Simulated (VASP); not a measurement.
# Au (Gold) with rev-vdW-DF2: from relaxation to properties, part 4 of 4

Aim: relax Au (Gold) with rev-vdW-DF2, compute its properties on that cell and hold them against experiment. Left out of this account: 1 further run (phonons: it ended without a result to show). The start is a cell from a database of measured crystal structures.

VASP 6.6.1, plane waves and PAW; the level of theory is named at each step.

Still holding for the runs below: This run has no spin polarisation. Its electron count is odd, so without a moment it is a metal by construction. The k-mesh is coarse for a metal.

So far. Step 11 (Volume scan with rev-vdW-DF2 (run 5)): The run ends at a pressure of -2.99 GPa.

The database entry behind the starting cell differs from later determinations by our own check (0.1 to 0.3 % short, probably kX units), so it need not match the best structure at ambient conditions.

### Step 12. Volume scan with rev-vdW-DF2 (run 6)

Level of this step: rev-vdW-DF2; plane waves and PAW (Au) (VASP).

INCAR reads:

```
SYSTEM = Au
PREC = Accurate
ENCUT = 400
EDIFF = 1E-06
NELM = 100
ISMEAR = 1
SIGMA = 0.2
LREAL = .FALSE.
ALGO = Normal
GGA = MK
AGGAC = 0
LUSE_VDW = .TRUE.
PARAM1 = 0.1234
PARAM2 = 0.711357
ZAB_VDW = -1.8867
LASPH = .TRUE.
NBANDS = 11
LORBIT = 11
LWAVE = .FALSE.
LCHARG = .FALSE.
KPAR = 2
ISIF = 2
```

POSCAR reads:

```
Au
1.0
    0.0000000000      2.0883289629      2.0883289629
    2.0883289629      0.0000000000      2.0883289629
    2.0883289629      2.0883289629      0.0000000000
Au
1
Direct
    0.0000000000      0.0000000000      0.0000000000
```

KPOINTS reads:

```
Automatic mesh
0
Gamma
11 11 11
0 0 0
```

Potentials, in the order of the species: Au (PBE family, release 64).

On the command line:

```
> mpirun -np 2 vasp_std
```

The program printed:

```text
[... set-up lines as in an earlier step ...]
 entering main loop
       N       E                     dE             d eps       ncg     rms          rms(c)
DAV:   1     0.392607904140E+02    0.39261E+02   -0.47078E+03  1360   0.695E+02
DAV:   2    -0.887873181420E+00   -0.40149E+02   -0.37991E+02  1403   0.162E+02
DAV:   3    -0.130745356724E+01   -0.41958E+00   -0.41941E+00  1412   0.164E+01
DAV:   4    -0.130896082754E+01   -0.15073E-02   -0.15072E-02  1382   0.115E+00
[...]
DAV:   9    -0.102239996437E+01    0.61984E-05   -0.89985E-06  1381   0.243E-02    0.126E-02
DAV:  10    -0.102240456690E+01   -0.46025E-05   -0.28469E-06  1363   0.175E-02    0.219E-03
DAV:  11    -0.102240453359E+01    0.33305E-07   -0.47472E-08   712   0.178E-03
   1 F= -.10224045E+01 E0= -.10231022E+01  d E =0.209310E-02
```

Elapsed: 7.2 s, on 2 MPI ranks of Intel Xeon 6975P-C (Granite Rapids), shared host; peak memory 0.44 GiB.

OUTCAR, selected parts (step 12):

```text
  Total       -0.6339947     -0.6339947     -0.6339947      0.0000000      0.0000000      0.0000000
  in kB      -55.7659938    -55.7659938    -55.7659938      0.0000000      0.0000000      0.0000000
  external PRESSURE =     -55.7659938 kB  Pullay stress =       0.0000000 kB

  FREE ENERGIE OF THE ION-ELECTRON SYSTEM (eV)
  ---------------------------------------------------
  free  energy   TOTEN  =        -1.0224045336 eV

  energy  without entropy=       -1.0244976335  energy(sigma->0) =       -1.02310223

[... 2 parts as in an earlier step ...]

[... 2 further parts left out ...]
[key lines of the parts left out:]
E-fermi :   8.4254
```

The pressure falls from -2.99 to -5.58 GPa.

The run ends at a pressure of -5.58 GPa.

### Step 13. Volume scan with rev-vdW-DF2 (run 7)

A prediction first. A parabola through the 6 pressures of evenly scaled cells so far, P = -0.03 -159.8 t +476 t² GPa with t = ln(V/V₁) and V₁ the volume at scale 1, gives -7.72 GPa at t = +0.0583.

INCAR is that of step 12.

POSCAR reads:

```
Au
1.0
    0.0000000000      2.1016307799      2.1016307799
    2.1016307799      0.0000000000      2.1016307799
    2.1016307799      2.1016307799      0.0000000000
Au
1
Direct
    0.0000000000      0.0000000000      0.0000000000
```

KPOINTS is that of step 12.

On the command line:

```
> mpirun -np 2 vasp_std
```

The program printed:

```text
[... set-up lines as in an earlier step ...]
 entering main loop
       N       E                     dE             d eps       ncg     rms          rms(c)
DAV:   1     0.378741515400E+02    0.37874E+02   -0.48631E+03  1411   0.703E+02
DAV:   2    -0.910265494444E+00   -0.38784E+02   -0.36060E+02  1367   0.160E+02
DAV:   3    -0.129181109089E+01   -0.38155E+00   -0.38132E+00  1410   0.156E+01
DAV:   4    -0.129310846019E+01   -0.12974E-02   -0.12973E-02  1358   0.107E+00
[...]
DAV:   9    -0.100795799831E+01    0.74292E-05   -0.62072E-06  1381   0.222E-02    0.120E-02
DAV:  10    -0.100796309962E+01   -0.51013E-05   -0.28671E-06  1351   0.177E-02    0.321E-03
DAV:  11    -0.100796305798E+01    0.41639E-07   -0.50644E-08   706   0.187E-03
   1 F= -.10079631E+01 E0= -.10086664E+01  d E =0.211001E-02
```

The job ended after 7.2 s (2 MPI ranks; peak memory 0.44 GiB; 13 s of CPU time).

Parts of OUTCAR (step 13):

```text
  Total       -0.9025829     -0.9025829     -0.9025829      0.0000000      0.0000000      0.0000000
  in kB      -77.8929985    -77.8929985    -77.8929985      0.0000000      0.0000000      0.0000000
  external PRESSURE =     -77.8929985 kB  Pullay stress =       0.0000000 kB

 POSITION                                       TOTAL-FORCE (eV/Angst)
 -----------------------------------------------------------------------------------
      0.00000      0.00000      0.00000         0.000000     -0.000000      0.000000
 -----------------------------------------------------------------------------------
    total drift:                                0.000000      0.000000      0.000000

  FREE ENERGIE OF THE ION-ELECTRON SYSTEM (eV)
  ---------------------------------------------------
  free  energy   TOTEN  =        -1.0079630580 eV

  energy  without entropy=       -1.0100730678  energy(sigma->0) =       -1.00866639

[... 1 part as in an earlier step ...]

[... 2 further parts left out ...]
[key lines of the parts left out:]
E-fermi :   8.1491
```

The pressure falls from -5.58 to -7.79 GPa. The parabola predicted -7.72 GPa, +0.07 GPa off.

### Step 14. The series together

Times are for 2 MPI ranks of Intel Xeon 6975P-C (Granite Rapids), shared host. The series side by side:

```tsv
no.	volume scale	energy above the lowest point (meV/atom)	pressure (GPa)	time	memory (GiB)
1	0.94	36.95	11.69	7.2 s	0.44
2	0.96	15.95	7.264	7.2 s	0.44
3	0.98	4.03	3.381	7.2 s	0.44
4	1	0	-0.01085	7.2 s	0.44
5	1.02	2.95	-2.987	7.2 s	0.44
6	1.04	12.1	-5.577	7.2 s	0.44
7	1.06	26.54	-7.789	7.2 s	0.44
```

### Step 15. Fit for rev-vdW-DF2

This step: Birch-Murnaghan fit, rev-vdW-DF2; plane waves and PAW (VASP 6.6.1).

This step runs nothing: it gathers the runs above.

This step gave:

| Property | Result |
| --- | --- |
| pressure derivative of the bulk modulus | 5.499 |
| r.m.s. error of the fit | 1.63e-5 eV/atom |
| minimum inside the sampled range | yes |
| bulk modulus | 158.4 GPa |
| equilibrium volume of the fit | 17.53 Å³/atom |

The energy above the fitted minimum by volume:

```tsv
volume (Å³/atom)	energy above the fitted minimum (eV/atom)
16.463	0.0370
16.814	0.0160
17.164	0.00403
17.514	4.2e-6
17.865	0.00296
18.215	0.0121
18.565	0.0265
```

The fitted volume lies +0.11 % from the relaxed one. At a finite cutoff and mesh the minimum of the energy and the zero of the stress don't quite coincide, and the relaxation stops at a threshold.

### Step 16. Core-level energies (rev-vdW-DF2)

This step: rev-vdW-DF2; plane waves and PAW (Au) (VASP 6.6.1).

ICORELEVEL = 1 prints the core eigenvalues in the potential of the ground state.

Edit INCAR of step 13 so:

```diff
@@ -21,2 +21,2 @@
 KPAR = 2
-ISIF = 2
+ICORELEVEL = 1
```

POSCAR reads:

```
Au
1.0
    0.0000000000      2.0612047374      2.0612047374
    2.0612047374      0.0000000000      2.0612047374
    2.0612047374      2.0612047374      0.0000000000
Au
1
Direct
    0.0000000000      0.0000000000      0.0000000000
```

KPOINTS is that of step 13.

On the command line:

```
> mpirun -np 2 vasp_std
```

The program printed:

```text
[... set-up lines as in an earlier step ...]
 entering main loop
       N       E                     dE             d eps       ncg     rms          rms(c)
[... 11 cycles as in an earlier step ...]
   1 F= -.10347413E+01 E0= -.10352037E+01  d E =0.138727E-02
```

Run time: 7.2 s. Hardware: 2 MPI ranks; peak memory 0.44 GiB.

Parts of OUTCAR (step 16):

```text
   NELECT =      11.0000    total number of electrons

 the core state eigenenergies are
   1-  1s -80736.9142  2s -14233.1878  2p -12299.3991  3s  -3350.5357  3p  -2789.9079
       3d  -2192.2018  4s   -718.0628  4p   -534.2930  4d   -313.9697  4f    -69.3749
       5s    -96.3647  5p    -47.6887

 E-fermi :   8.9747

 k-point     1 :       0.0000    0.0000    0.0000
  band No.  band energies     occupation
    ...
      2       4.3582      2.00000
      3       4.3582      2.00000
      4       4.3582      2.00000
      5       5.8021      2.00000
      6       5.8021      2.00000
      7      23.5833      0.00000
      8      27.3121      0.00000
      9      27.3121      0.00000
     10      27.3121      0.00000
     11      32.2777      0.00000

Total vdW correction in eV:      1.5037935

Total vdW correction in eV:      1.5037931

[... 13 parts as in an earlier step ...]

[... 7 further parts left out ...]
```

These are scalar-relativistic Kohn-Sham levels of the ground state, with no core hole, so they are not binding energies.

Numbers from this step:

```
free energy (TOTEN)     : -1.035 eV
energy at zero smearing : -1.035 eV
Fermi energy            : 8.975 eV
pressure                : -0.01085 GPa
```

Kohn-Sham core levels. Core levels, by row:

```tsv
atom	shell	level below the Fermi level (eV)
Au1	1s	80746
Au1	2s	14242
Au1	2p	12308
Au1	3s	3360
Au1	3p	2799
Au1	3d	2201
Au1	4s	727
Au1	4p	543.3
Au1	4d	322.9
Au1	4f	78.35
Au1	5s	105.3
Au1	5p	56.66
```

### Step 17. Band structure (rev-vdW-DF2 + SOC)

This step: rev-vdW-DF2, spin-orbit coupling; plane waves and PAW (Au) (VASP 6.6.1).

Levels along the symmetry lines show where the bands peak and cross; KPOINTS_OPT computes them in the converged potential. Spin-orbit coupling needs spinors and the noncollinear program, where each band holds one electron.

Edit INCAR of step 16 so:

```diff
@@ -16,3 +16,8 @@
 LASPH = .TRUE.
-NBANDS = 11
+LNONCOLLINEAR = .TRUE.
+MAGMOM = 0 0 0
+NBANDS = 22
+GGA_COMPAT = .FALSE.
+LSORBIT = .TRUE.
+LMAXMIX = 4
 LORBIT = 11
@@ -21,2 +26 @@
 KPAR = 2
-ICORELEVEL = 1
```

POSCAR is that of step 16.

KPOINTS reads:

```
Automatic mesh
0
Gamma
9 9 9
0 0 0
```

KPOINTS_OPT reads:

```
Line mode
16
Line-mode
Reciprocal
  0.00000000   0.00000000   0.00000000 GAMMA
  0.50000000   0.00000000   0.50000000 X

  0.50000000   0.00000000   0.50000000 X
  0.50000000   0.25000000   0.75000000 W

  0.50000000   0.25000000   0.75000000 W
  0.37500000   0.37500000   0.75000000 K

  0.37500000   0.37500000   0.75000000 K
  0.00000000   0.00000000   0.00000000 GAMMA

  0.00000000   0.00000000   0.00000000 GAMMA
  0.50000000   0.50000000   0.50000000 L

  0.50000000   0.50000000   0.50000000 L
  0.62500000   0.25000000   0.62500000 U

  0.62500000   0.25000000   0.62500000 U
  0.50000000   0.25000000   0.75000000 W

  0.50000000   0.25000000   0.75000000 W
  0.50000000   0.50000000   0.50000000 L

  0.50000000   0.50000000   0.50000000 L
  0.37500000   0.37500000   0.75000000 K

  0.62500000   0.25000000   0.62500000 U
  0.50000000   0.00000000   0.50000000 X
```

On the command line:

```
> mpirun -np 2 vasp_ncl
```

The program printed:

```text
[... set-up lines as in an earlier step ...]
 entering main loop
       N       E                     dE             d eps       ncg     rms          rms(c)
DAV:   1     0.556982624234E+02    0.55698E+02   -0.47557E+03  1620   0.769E+02
DAV:   2    -0.535101587159E+00   -0.56233E+02   -0.52367E+02  1828   0.205E+02
DAV:   3    -0.164143749165E+01   -0.11063E+01   -0.11019E+01  1786   0.283E+01
DAV:   4    -0.164680027139E+01   -0.53628E-02   -0.53625E-02  1732   0.217E+00
DAV:   5    -0.164685594763E+01   -0.55676E-04   -0.55676E-04  1798   0.228E-01    0.999E+00
DAV:   6    -0.135755876419E+01    0.28930E+00   -0.44667E-01  1666   0.790E+00    0.626E+00
DAV:   7    -0.133884571540E+01    0.18713E-01   -0.33108E-02  1744   0.214E+00    0.317E+00
DAV:   8    -0.133637773534E+01    0.24680E-02   -0.99311E-04  1698   0.269E-01    0.133E+00
DAV:   9    -0.133618125034E+01    0.19649E-03   -0.17511E-04  1720   0.136E-01    0.859E-02
DAV:  10    -0.133618629974E+01   -0.50494E-05   -0.20430E-06  1716   0.151E-02    0.368E-02
DAV:  11    -0.133618783723E+01   -0.15375E-05   -0.75817E-07  1566   0.966E-03    0.124E-02
DAV:  12    -0.133618811997E+01   -0.28274E-06   -0.61008E-08   866   0.279E-03
   1 F= -.13361881E+01 E0= -.13367198E+01  d E =0.159489E-02  mag=    -0.0000     0.0000     0.0000
 Start KPOINTS_OPT (optional k-point list driver)
k-point batch [1-35\160]
       N       E                     dE             ncg
DAV:   1     0.387567102285E+04   -0.84279E+04     1636
DAV:   2     0.198340868995E+04   -0.18923E+04     1840
DAV:   3     0.195064670489E+04   -0.32762E+02     1708
DAV:   4     0.195046648819E+04   -0.18022E+00     1696
DAV:   5     0.195046432894E+04   -0.21593E-02     1672
DAV:   6     0.195046429913E+04   -0.29806E-04     1684
DAV:   7     0.195046429874E+04   -0.39927E-06     1198
[...]
k-point batch [141-160\160]
       N       E                     dE             ncg
DAV:   1     0.850860941746E+04   -0.71050E+04      928
DAV:   2     0.745188583841E+04   -0.10567E+04     1066
DAV:   3     0.743238439815E+04   -0.19501E+02      946
DAV:   4     0.743227075912E+04   -0.11364E+00      952
DAV:   5     0.743226934862E+04   -0.14105E-02      952
DAV:   6     0.743226932857E+04   -0.20053E-04      946
DAV:   7     0.743226932829E+04   -0.27239E-06      640
```

The job ended after 25 s (2 MPI ranks; peak memory 0.54 GiB; 48 s of CPU time).

OUTCAR, selected parts (step 17):

```text
   k-points           NKPTS =     35   k-points in BZ     NKDIM =     35   number of bands    NBANDS=     22

   NELECT =      11.0000    total number of electrons

 E-fermi :   8.8266

 k-point     1 :       0.0000    0.0000    0.0000
  band No.  band energies     occupation
    ...
      8       4.9157      1.00000
      9       6.0578      1.00000
     10       6.0578      1.00000
     11       6.0578      1.00000
     12       6.0578      1.00000
     13      23.5852      0.00000
     14      23.5852      0.00000
     15      26.4516      0.00000
     16      26.4516      0.00000
     17      27.5939      0.00000
    ...

Total vdW correction in eV:      1.4998992

  Total       -0.1105265     -0.1105265     -0.1105265     -0.0000000      0.0000000      0.0000000
  in kB      -10.1107582    -10.1107582    -10.1107582     -0.0000000      0.0000000      0.0000000
  external PRESSURE =     -10.1107582 kB  Pullay stress =       0.0000000 kB

  FREE ENERGIE OF THE ION-ELECTRON SYSTEM (eV)
  ---------------------------------------------------
  free  energy   TOTEN  =        -1.3361881200 eV

  energy  without entropy=       -1.3377830102  energy(sigma->0) =       -1.33671975

Total vdW correction in eV:      1.4998981

 Spin-Orbit-Coupling matrix elements
 Ion:    1  E_soc:     -0.5729397

 magnetization (x)
# of ion       s       p       d       tot
------------------------------------------
    1        0.000  -0.000   0.000   0.000

 magnetization (y)
# of ion       s       p       d       tot
------------------------------------------
    1       -0.000  -0.000  -0.000  -0.000

 magnetization (z)
# of ion       s       p       d       tot
------------------------------------------
    1       -0.000   0.000  -0.000   0.000

[... 7 parts as in an earlier step ...]

[... 10 further parts left out ...]
```

This step gave:

```
SCF cycles              : 12
bands                   : 22
irreducible k-points    : 35
free energy (TOTEN)     : -1.336 eV
energy at zero smearing : -1.337 eV
Fermi energy            : 8.827 eV
pressure                : -1.011 GPa
```

On-site spin-orbit energy by atom:

```tsv
atom	on-site spin-orbit energy (eV)
Au1	-0.573
```

The electronic bands at the labelled points (eV, zero at the Fermi level; # counts the bands kept):

```tsv
point	#5	#6	#7	#8	#9	#10	#11	#12
Γ	-5.10	-5.10	-3.91	-3.91	-2.77	-2.77	-2.77	-2.77
0.47 of the way	-4.57	-4.57	-3.23	-3.23	-3.08	-3.08	-2.29	-2.29
X	-2.14	-2.14	-1.94	-1.94	-0.95	-0.95	1.02	1.02
0.53 of the way	-3.40	-3.40	-2.46	-2.46	-1.41	-1.41	3.24	3.24
W	-4.74	-4.74	-2.99	-2.99	-1.50	-1.50	4.56	4.56
0.53 of the way	-4.14	-4.14	-2.83	-2.83	-1.66	-1.66	3.99	3.99
K	-3.72	-3.72	-2.78	-2.78	-1.79	-1.79	3.71	3.71
0.47 of the way	-4.83	-4.83	-3.51	-3.51	-3.15	-3.15	-1.35	-1.35
Γ	-5.10	-5.10	-3.91	-3.91	-2.77	-2.77	-2.77	-2.77
0.47 of the way	-4.99	-4.99	-3.63	-3.63	-2.99	-2.99	-2.46	-2.46
L	-4.04	-4.04	-2.19	-2.19	-1.49	-1.49	-0.83	-0.83
0.47 of the way	-4.04	-4.04	-3.42	-3.42	-1.90	-1.90	1.82	1.82
U	-3.72	-3.72	-2.78	-2.78	-1.79	-1.79	3.71	3.71
0.47 of the way	-4.14	-4.14	-2.83	-2.83	-1.66	-1.66	3.99	3.99
W	-4.74	-4.74	-2.99	-2.99	-1.50	-1.50	4.56	4.56
0.47 of the way	-4.31	-4.31	-3.32	-3.32	-1.95	-1.95	2.92	2.92
L	-4.04	-4.04	-2.19	-2.19	-1.49	-1.49	-0.83	-0.83
0.47 of the way	-4.04	-4.04	-3.42	-3.42	-1.90	-1.90	1.82	1.82
K	-3.72	-3.72	-2.78	-2.78	-1.79	-1.79	3.71	3.71
jump to U	-3.72	-3.72	-2.78	-2.78	-1.79	-1.79	3.71	3.71
0.47 of the way	-2.73	-2.73	-2.30	-2.30	-1.37	-1.37	2.40	2.40
X	-2.14	-2.14	-1.94	-1.94	-0.95	-0.95	1.02	1.02
```

At these settings, which differ from those of the relaxation, the cell is under a tension of 1.0 GPa. Part of this is the spin-orbit coupling, so a relaxation with it would give a smaller cell.

### Step 18. What came out

| Quantity | Value |
| --- | --- |
| relaxed volume | 17.51 Å³/atom |
| relaxed conventional cell a, b, c | 4.122, 4.122, 4.122 Å |
| space group after relaxing, within 0.02 Å | Fm-3m (No. 225) |
| band gap | none, a metal |
| DOS at the Fermi level | 0.288 states/eV/cell |
| bulk modulus from the fit | 158 GPa |
| volume from the fit | 17.5 Å³/atom |
| shallowest level of the frozen cores | Au1 5p, 56.7 eV deep |
| band gap (rev-vdW-DF2 + SOC) | none, a metal |

With rev-vdW-DF2, Au (Gold) relaxes to 17.51 Å³/atom in space group Fm-3m (held by the symmetry of the run), comes out as a metal and has a bulk modulus of 158 GPa. Against the listed cell the volume lies +3.9 %. Bands along the symmetry lines (rev-vdW-DF2): Of the bands kept, 1 crosses the Fermi level on this path. Band structure (rev-vdW-DF2 + SOC): Of the bands kept, 2 cross the Fermi level on this path (spinor bands, one electron each). The k-sampling is coarse for a metal, so the Fermi level, pressures and the shape of the cell carry errors. No search among competing phases was made. All values are for a static lattice at zero temperature.

Calculation against experiment:

| quantity | measured | rev-vdW-DF2 | Birch-Murnaghan fit, rev-vdW-DF2 |
| --- | --- | --- | --- |
| lattice constant a (Å) | 4.078 | 4.122 (+1.1 %) | - |
| bulk modulus (GPa) | 167 | - | 158 (-5.1 %) |

Measured values from arxiv:1805.06931 (2018) and pmc:11102561 (2024).

**Verdict.** The lattice constant a is off by +1.1 %: fair agreement. The bulk modulus is off by -5.1 %: fair agreement. The grades are ours: good and fair within 0.7 and 1.5 % for the lattice constant a and 5 and 12 % for the bulk modulus. Zero-point motion and thermal expansion (measured at up to 298 K) are not in the computed lattice constants and bulk modulus. As a rule both would widen the computed cell, so the excess over experiment is if anything larger than shown.

[Lines on the potential files, build, host, timing and source positions are cut from VASP's logs without a mark.]

[Logs are printed without paths, hosts, clocks, repeated set-up lines and the standing remarks that a program may print on its own settings, such as how far it seeks lower states.]

[Hosts, paths, dates, database ids (printed as entryN), source tags and the programs' standing remarks are cut or masked in the printed files.]

[A measured line is paired with the nearest computed mode of its activity, which favours agreement.]
